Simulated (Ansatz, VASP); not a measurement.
**Cross-check of GaAsH2 (H-GaAs-H chair, 1 layer) between VASP and Ansatz**

Aim: how closely do two programs agree when they are given the same cell, functional and k mesh? The structure shown is the start of the Ansatz relaxation below; VASP solves that cell, so the two are compared at the walk's first step.

Calculated with Ansatz 0.2.0; plane waves, with VASP 6.6.1 beside it; single point at PBE.

### 1. The structure

The cell holds 4 atoms: 2 H, 1 As and 1 Ga. Cell: a = 3.977 Å, b = 3.976 Å, c = 18.833 Å, α = 90.0°, β = 90.0°, γ = 120.0°. Vacuum lies along c.

### 2. Ansatz: relaxation, PBE

Ansatz runs on its default PAW (the set named soft_2) files.

The two programs are compared at the cell with which this relaxation starts, whose forces are those of its first step.

input.yaml reads:

```yaml
crystal:
  lattice:
    - [3.9765, 0.0, 0.0]
    - [-1.98825, 3.4437500181, 0.0]
    - [0.0, 0.0, 18.8333333333]
  atoms:
    - { symbol: H, position: [0.6666666667, 0.3333333333, 0.3982300885] }
    - { symbol: As, position: [0.6666666667, 0.3333333333, 0.4778761062] }
    - { symbol: Ga, position: [0.3333333333, 0.6666666667, 0.5205309735] }
    - { symbol: H, position: [0.3333333333, 0.6666666667, 0.6017699115] }
kpoints:
  mp_grid: { grid: [12, 12, 1] }
hamiltonian:
  xc: pbe
scf:
  occupations: { method: fermi_dirac, width: 0.05 }
  convergence: { dr2_threshold: 1.0e-08 }
efield:
  axis: 3
  dipole_correction: true
  ramp_position: 0.97
  ramp_width: 0.04
relax:
  f_tol: 0.01
  cell: { fix: [c, alpha, beta] }
output:
  write_potential: true
  write_density: true
  volumetric_format: npy
```

On the command line:

```console
$ ansatz run input.yaml --threads 2 --pin off --max-ram 4096MiB --backend cpu --events-out ev --progress --plain --runs-dir out
```

Numbers of over 12 decimals in the logs are rounded to 6 here.

Output:

```text
Warning: relax.cell: scf.convergence.dr2_threshold = 1e-8 eV is looser than the 4e-10 eV advised for a relaxation that steers and ends on the stress (1e-10 eV for each atom of the cell: 4). What an SCF threshold leaves in a stress goes as its square root, and in the free energy as the threshold itself, and one threshold admits the most on a small cell: [figures from the program's tests cut] Set scf.convergence.dr2_threshold to 4e-10 eV or tighter. The threshold is an SCF's pass mark: one that does not reach it within its budget of iterations ends unconverged, or closes short of it on a stop that the run arms, and scf.convergence.dr2_threshold's page says what that costs each kind of run
Engine: ansatz 0.2.0, aarch64-unknown-linux-gnu
Pseudopotentials: kind: paw
Pseudopotential: H, paw, valence charge 1, recommended cutoff 420 eV (normal), H.paw.azcp
Pseudopotential: As, paw, valence charge 15, recommended cutoff 420 eV (normal), As.paw.azcp
Pseudopotential: Ga, paw, valence charge 13, recommended cutoff 420 eV (normal), Ga.paw.azcp
Functional definition: PBE
  parameter kappa = 0.804
  parameter beta = 0.066725
  exchange = pbe_x(kappa = kappa, mu = beta*pi^2/3)
  correlation = pbe_c(beta = beta)
Crystal: 4 atoms, lattice volume = 257.905 Å³
Basis set: ecut = 420 eV, 5079 PW (Γ), exchange–correlation on 54×54×256 points (8 copies of the dense FFT grid, shifted against one another)
Bands: 19, of which v1, the nominal top of the filled ones, is band 15 counted from 1 (14 counted from 0)
Symmetry: 6 space group operations
Space group: P3m1 (ITA 156), of the structure as read, at distance tolerance 6.4e-5 Å
k-points: 19 of 144 (time reversal used)
Non-local potential: H, projectors of the file, l = 0: 2, l = 1: 1
Non-local potential: As, projectors of the file, l = 0: 2, l = 1: 2, l = 2: 3, l = 3: 1
Non-local potential: Ga, projectors of the file, l = 0: 2, l = 1: 2, l = 2: 3, l = 3: 1
PAW form: soft (Blöchl's): semilocal exchange-correlation on the pseudo side does not see the compensation charge
PAW one-centre angular grid: H, 110 points (default); XC on 64 Gauss nodes
PAW one-centre angular grid: As, 590 points (default); XC on 64 Gauss nodes
PAW one-centre angular grid: Ga, 590 points (default); XC on 64 Gauss nodes
Initial density: superposition of atomic densities (neutral atoms: chi_scale 0, normalization atom), corrected by the library's trained network
Initial wavefunctions: pseudopotential atomic-orbital guess
Functional: x = pbe(κ = 0.804, μ = 0.219515), c = pbe(β = 0.066725)
SCF iter   1: F=—  HF=-8670.922080 eV  |F-HF|=—  |Δ(HF+E_count)|=         —  Δρ=1.26e-3  dr2=7.89e-3  ethr=1.77e-3  p=-0.091 e·Å  D=-6.37e-2 V/Å  ΔV_dip=1.20 eV  dr2_dipole=7.04e-5  V_vac-E_F(+/−)=4.90/3.70 eV  ⟨swp⟩=6.4  Hψ=1915  notcnv=0
efield: sawtooth ramp at fractional position 0.9700 (set: `efield.ramp_position`, or a place that a band, a saddle search or an elastic batch's reference lends), width 0.0400; the density the first Hamiltonian is built on has a dipole p = -0.091 e·Å; the dipole correction subtracts the counter field D = -6.37e-2 V/Å, which shifts the + side's vacuum level by +1.20 eV against the − side's; the planar-averaged density in the ramp window peaks in size at 2.3e-5 e/Å³
preconditioner: auto → Resta (q_TF=auto, 1.906 Å⁻¹)  ε∞=1.5  [insulator: Δε(μ)=1.971 eV  Ē_g=14.036 eV  σ=0.050 eV  W_gap=1.00  n_scr=28 (ndim 8)  ℏωp=10.3 eV  f_vac=0.721  D(μ)=0.00/eV (n_scr^D=0)  ε∞_Penn≈1.5  vacuum switching on, ρ_ref=1.4e-2 e/Å³]
SCF iter   2: F=—  HF=-8670.921680 eV  |F-HF|=—  |Δ(HF+E_count)|=   4.00e-4  Δρ=5.83e-4  dr2=1.39e-3  ethr=2.63e-5  p=-0.087 e·Å  D=-6.10e-2 V/Å  ΔV_dip=1.15 eV  dr2_dipole=2.48e-4  V_vac-E_F(+/−)=4.80/3.66 eV  ⟨swp⟩=2.0  Hψ=779  notcnv=0
SCF iter   3: F=—  HF=-8670.922349 eV  |F-HF|=—  |Δ(HF+E_count)|=   6.69e-4  Δρ=2.83e-4  dr2=5.08e-4  ethr=4.64e-6  p=-0.097 e·Å  D=-6.80e-2 V/Å  ΔV_dip=1.28 eV  dr2_dipole=2.60e-5  V_vac-E_F(+/−)=4.83/3.55 eV  ⟨swp⟩=2.0  Hψ=614  notcnv=0
SCF iter   4: F=—  HF=-8670.922691 eV  |F-HF|=—  |Δ(HF+E_count)|=   3.42e-4  Δρ=1.03e-4  dr2=4.01e-5  ethr=1.69e-6  p=-0.096 e·Å  D=-6.76e-2 V/Å  ΔV_dip=1.27 eV  dr2_dipole=6.88e-6  V_vac-E_F(+/−)=4.79/3.51 eV  ⟨swp⟩=2.0  Hψ=480  notcnv=0
SCF iter   5: F=—  HF=-8670.922726 eV  |F-HF|=—  |Δ(HF+E_count)|=   3.46e-5  Δρ=4.91e-5  dr2=1.43e-5  ethr=1.34e-7  p=-0.098 e·Å  D=-6.88e-2 V/Å  ΔV_dip=1.30 eV  dr2_dipole=1.19e-6  V_vac-E_F(+/−)=4.79/3.49 eV  ⟨swp⟩=2.0  Hψ=590  notcnv=0
[...]
efield: sawtooth ramp at fractional position 0.9700 (set: `efield.ramp_position`, or a place that a band, a saddle search or an elastic batch's reference lends), width 0.0400; the density the first Hamiltonian is built on has a dipole p = -0.098 e·Å; the dipole correction subtracts the counter field D = -6.55e-2 V/Å, which shifts the + side's vacuum level by +1.23 eV against the − side's; the planar-averaged density in the ramp window peaks in size at 4.1e-6 e/Å³
preconditioner: auto → Resta (q_TF=auto, 1.890 Å⁻¹)  ε∞=1.5  [insulator: Δε(μ)=1.667 eV  Ē_g=13.854 eV  σ=0.050 eV  W_gap=1.00  n_scr=28 (ndim 8)  ℏωp=10.1 eV  f_vac=0.723  D(μ)=0.00/eV (n_scr^D=0)  ε∞_Penn≈1.5  vacuum switching on, ρ_ref=1.4e-2 e/Å³]
SCF iter   2: F=—  HF=-8670.961947 eV  |F-HF|=—  |Δ(HF+E_count)|=   5.72e-3  Δρ=1.32e-4  dr2=1.78e-6  ethr=2.05e-8  p=-0.098 e·Å  D=-6.55e-2 V/Å  ΔV_dip=1.23 eV  dr2_dipole=6.42e-9  V_vac-E_F(+/−)=5.09/3.86 eV  ⟨swp⟩=2.8  Hψ=652  notcnv=0
SCF iter   3: F=—  HF=-8670.964418 eV  |F-HF|=—  |Δ(HF+E_count)|=   2.47e-3  Δρ=4.43e-5  dr2=3.61e-7  ethr=5.93e-9  p=-0.098 e·Å  D=-6.55e-2 V/Å  ΔV_dip=1.23 eV  dr2_dipole=3.88e-8  V_vac-E_F(+/−)=5.09/3.86 eV  ⟨swp⟩=2.8  Hψ=636  notcnv=0
SCF iter   4: F=—  HF=-8670.964887 eV  |F-HF|=—  |Δ(HF+E_count)|=   4.69e-4  Δρ=7.73e-6  dr2=1.95e-7  ethr=1.20e-9  p=-0.098 e·Å  D=-6.54e-2 V/Å  ΔV_dip=1.23 eV  dr2_dipole=3.77e-8  V_vac-E_F(+/−)=5.09/3.86 eV  ⟨swp⟩=2.4  Hψ=603  notcnv=0
SCF iter   5: F=—  HF=-8670.964905 eV  |F-HF|=—  |Δ(HF+E_count)|=   1.83e-5  Δρ=1.94e-6  dr2=1.17e-8  ethr=6.50e-10  p=-0.098 e·Å  D=-6.55e-2 V/Å  ΔV_dip=1.23 eV  dr2_dipole=1.88e-9  V_vac-E_F(+/−)=5.09/3.86 eV  ⟨swp⟩=2.0  Hψ=423  notcnv=0
iter 6 met the thresholds in force, and the SCF goes on: an eigenvalue changes by 3.93 meV, over its tolerance of 3.16 meV (output.eigenvalues, Limitations)
SCF iter   6: F=-8670.964906 eV  HF=-8670.964906 eV  |F-HF|=6.49e-7  |Δ(HF+E_count)|=   4.78e-7  Δρ=8.54e-7  dr2=1.02e-9  ethr=3.33e-11  p=-0.098 e·Å  D=-6.54e-2 V/Å  ΔV_dip=1.23 eV  dr2_dipole=1.45e-11  V_vac-E_F(+/−)=5.09/3.86 eV  ⟨swp⟩=10.8  Hψ=2374  notcnv=0
SCF iter   7: F=-8670.964906 eV  HF=-8670.964906 eV  |F-HF|=1.32e-7  |Δ(HF+E_count)|=   5.17e-7  Δρ=2.90e-7  dr2=1.34e-10  ethr=3.39e-12  p=-0.098 e·Å  D=-6.55e-2 V/Å  ΔV_dip=1.23 eV  dr2_dipole=4.61e-13  V_vac-E_F(+/−)=5.09/3.86 eV  ⟨swp⟩=6.2  Hψ=2073  notcnv=0
SCF 6 converged in 7 iterations: F = -8670.964906 eV  dr2 = 1.34e-10
relax step   6: F+E_penalty+E_count = -8670.96490632 eV  Δ(F+E_penalty+E_count) = -2.062e-3 eV  max|allowed force component| = 8.770e-4 eV/Å  Δτ_max = 0.0000 Å  P = +0.004 GPa  Ω = 271.371 Å³  fix = [c, alpha, beta]  reactions: c -0.000 GPa  stress off target by 5.51e-3 GPa on what of the cell is left free  SCF on the basis re-selected at this cell (its energy is not comparable with the rows above)  (7 SCF iters)
basis re-selected at this cell: Δ(F+E_penalty+E_count) = -2.062e-3 eV, ΔP = +0.004 GPa vs the last step (what re-selecting the basis moved, of the pressure what is left beyond the Pulay correction that the steps carried, after the strain that the cell walked since its last selection, with what the two solves' SCF thresholds leave and, on support functions, any second-order correction that the steps lacked; it is no measure of the basis error at this ecutwfc). The dense FFT grid was sized anew with the basis: this SCF ran on 30×30×128 points, the steps before it on 27×27×128, so part of this shift can come from that change (see relax.cell in the input reference). [rest of the remark cut]
WARN: The output density's exchange-correlation potential varies sharply where the density is thin. Do not read a vacuum level from v_tot or v_xc, or from such a field of the output density. On a cell that repeats whose density bears no net charge and no dipole along the vacuum's axis use v_es (v_loc + v_h of the components); under efield.dipole_correction with no amplitude use v_es + v_field, which holds any externa [...]
SCF converged after 7 iterations
an eigenvalue changed by more than its tolerance at an iteration that met the thresholds in force, so the SCF went on 1 time: the last check found none over its tolerance
Free energy (F): -8670.964906 eV
Harris-Foulkes:  -8670.964906 eV  (|F-HF|=1.32e-7)
Internal energy: -8670.964906 eV  (E = F + TS)
E sigma→0 (E₀):  -8670.964906 eV
Fermi energy:    -2.173846 eV
Dipole field:    D = -0.065451 V/Å  (p = -0.098156 e·Å, saw-weighted, corrected)
Work function:   Φ+ = 5.0901 eV   Φ− = 3.8574 eV
Levels:          The Fermi level and band energies are counted from a zero that moves with the ramp; work functions are not
--- Per-component energies (eV) ---
  E_band       = -621.981377
  E_kinetic    = 244.007784
  E_local      = -17150.609036  (includes V_loc(G=0)·N_el)
  E_nonlocal   = -242.748658
  E_hartree    = 8433.308348
  E_xc         = -164.919148
  E_vxc        = -158.584123  (∫ρ·V_xc dr)
  E_paw        = -3825.391611  (= ΣΔE_a)
  E_vpaw       = -180.954850  (= ΣTr[D̂ρ^β])
  E_aug_tail   = -0.002392  (compensation charges beyond the density's cutoff)
  E_efield     = 0.003212  (sawtooth field / dipole correction)
  E_vefield    = 0.292402  (∫n·V_field dr)
  E_ewald      = 4035.386594
  E_smearing   = -0.000000  (= −TS)
  E_closure    = -0.000000  (closes the sum)
  Σ components = -8670.964906   (vs F -8670.964906, Δ=0.00e0)
--- Forces (eV/Å), atoms counted from 1 ---
  atom   1  H      0.00000000    -0.00000000     0.00050659
  atom   2  As    -0.00000000     0.00000000    -0.00087355
  atom   3  Ga    -0.00000000    -0.00000000     0.00029297
  atom   4  H      0.00000000    -0.00000000     0.00008764
  max |Σ_I F_I| component: 1.37e-5 eV/Å
--- Stress (GPa, compression-positive) ---
        0.005509       0.000000      -0.000000
        0.000000       0.005509      -0.000000
       -0.000000      -0.000000      -0.000201
  P = ⅓ Tr σ = 0.0036 GPa (0.036 kbar)
--- Band table (eV; the first three rows and the last of 19) ---
  k-point 0: bands = [... 11 lower, -8.6825, -5.1255, -3.0323, -3.0323, -1.3628, 0.7713, 1.9719, 2.0042]
  k-point 1: bands = [... 11 lower, -8.6669, -5.1695, -3.6395, -3.1498, -0.7499, 0.7989, 1.8315, 2.0568]
  k-point 2: bands = [... 11 lower, -8.6360, -5.4169, -4.4206, -3.4344, -0.0936, 0.9085, 1.9170, 2.2558]
  k-point 18: bands = [... 11 lower, -9.0355, -6.7357, -5.8387, -4.7781, 1.4601, 1.7874, 2.2835, 3.5811]
--- Relaxed structure (5 steps of the walk, 4 accepted, 1 SCFs on fresh bases) ---
  F+E_penalty+E_count = -8670.96490632 eV   max|allowed force component| = 8.770e-4 eV/Å   (the final SCF, on the basis selected at the relaxed cell)
  cell:  # Å, volume = 271.3710 Å³
    - [4.078991, 0.0, 0]
    - [-2.039496, 3.532510, 0]
    - [0, 0, 18.8333333333]
  atoms:
    - { symbol: H, position: [0.666667, 0.333333, 0.397479] }
    - { symbol: As, position: [0.666667, 0.333333, 0.478207] }
    - { symbol: Ga, position: [0.333333, 0.666667, 0.519892] }
    - { symbol: H, position: [0.333333, 0.666667, 0.602829] }
```

### 3. VASP: single point, PBE, start cell

The same cell, functional, mesh and smearing now go to VASP, with its own data sets.

Lines of VASP's logs that name or quote its potential files are left out, and so is its time.

INCAR reads:

```
SYSTEM = GaAsH2
PREC = Accurate
ENCUT = 400
EDIFF = 1E-06
NELM = 120
ISMEAR = -1
SIGMA = 0.05
LREAL = .FALSE.
ALGO = Normal
GGA = PE
NBANDS = 16
LORBIT = 11
LWAVE = .FALSE.
LCHARG = .FALSE.
ISIF = 2
LDIPOL = .TRUE.
IDIPOL = 3
DIPOL = 0.5 0.5 0.5
LVHAR = .TRUE.
LASPH = .TRUE.
GGA_COMPAT = .FALSE.
EFERMI = MIDGAP
NELMDL = -8
```

POSCAR reads:

```
GaAsH2
1.0
    3.9765000000      0.0000000000      0.0000000000
   -1.9882500000      3.4437500000      0.0000000000
    0.0000000000      0.0000000000     18.8333330000
H As Ga
2 1 1
Direct
    0.6666667151      0.3333334301      0.3982300955
    0.3333332849      0.6666665699      0.6017699045
    0.6666667151      0.3333334301      0.4778761147
    0.3333332849      0.6666665699      0.5205309650
```

KPOINTS reads:

```
Automatic mesh
0
Gamma
12 12 1
0 0 0
```

PAW data sets: H, As and Ga_d (PBE family, release 64).

On the command line:

```console
$ mpirun -np 1 vasp_std
```

Output:

```text
[banner, memory and clock lines left out]
running    1 mpi-ranks, on    1 nodes
 distrk:  each k-point on    1 cores,    1 groups
 distr:  one band on    1 cores,    1 groups

 POSCAR found type information on POSCAR H AsGa
 POSCAR found :  3 types and       4 ions
 LDA part: xc-table for (Slater+PW92), standard interpolation
 POSCAR, INCAR and KPOINTS ok, starting setup
 FFT: planning ... GRIDC
 FFT: planning ... GRID_SOFT
 FFT: planning ... GRID
 WAVECAR not read
 entering main loop
       N       E                     dE             d eps       ncg     rms          rms(c)
DAV:   1     0.878389506961E+02    0.87839E+02   -0.75873E+03   672   0.819E+02
DAV:   2    -0.665304086846E+01   -0.94492E+02   -0.92330E+02   728   0.191E+02
DAV:   3    -0.147828040496E+02   -0.81298E+01   -0.81063E+01   856   0.631E+01
DAV:   4    -0.150192815596E+02   -0.23648E+00   -0.23641E+00   824   0.117E+01
DAV:   5    -0.150234426431E+02   -0.41611E-02   -0.41606E-02   848   0.132E+00
DAV:   6    -0.150236359769E+02   -0.19333E-03   -0.19333E-03   936   0.274E-01
DAV:   7    -0.150236369578E+02   -0.98089E-06   -0.98096E-06   848   0.198E-02
DAV:   8    -0.150236369840E+02   -0.26270E-07   -0.26204E-07   720   0.428E-03    0.509E+00
DAV:   9    -0.145385275605E+02    0.48511E+00   -0.41119E-01   968   0.825E+00    0.286E+00
DAV:  10    -0.143532103120E+02    0.18532E+00   -0.70623E-01   864   0.521E+00    0.534E-01
DAV:  11    -0.143496755805E+02    0.35347E-02   -0.10083E-01   816   0.268E+00    0.288E-01
DAV:  12    -0.143458078679E+02    0.38677E-02   -0.11860E-02   848   0.692E-01    0.964E-02
DAV:  13    -0.143454629142E+02    0.34495E-03   -0.16109E-03   824   0.258E-01    0.624E-02
DAV:  14    -0.143447839931E+02    0.67892E-03   -0.11862E-03   776   0.204E-01    0.346E-02
[...]
DAV:  18    -0.143458591913E+02   -0.10455E-03   -0.18426E-05   672   0.179E-02    0.390E-03
DAV:  19    -0.143459714378E+02   -0.11225E-03   -0.12662E-05   752   0.128E-02    0.283E-03
DAV:  20    -0.143460339859E+02   -0.62548E-04   -0.48438E-06   720   0.103E-02    0.106E-03
DAV:  21    -0.143460686342E+02   -0.34648E-04   -0.21876E-06   744   0.722E-03    0.102E-03
DAV:  22    -0.143460847762E+02   -0.16142E-04   -0.83415E-07   696   0.527E-03    0.968E-04
DAV:  23    -0.143460897094E+02   -0.49332E-05   -0.25769E-07   664   0.322E-03    0.398E-04
DAV:  24    -0.143460914258E+02   -0.17164E-05   -0.69845E-08   648   0.148E-03    0.185E-04
DAV:  25    -0.143460919998E+02   -0.57400E-06   -0.20114E-08   632   0.867E-04
   1 F= -.14346092E+02 E0= -.14346092E+02  d E =-.134646E-09
```

[end of part 1 of 2]

[Lines on the potential files, build, host, timing and source positions are cut from VASP's logs without a mark.]

[Logs are printed without paths, hosts, clocks, repeated set-up lines and the standing remarks that a program may print on its own settings, such as how far it seeks lower states.]

[Hosts, paths, dates, database ids (printed as entryN), source tags and the programs' standing remarks are cut or masked in the printed files.]
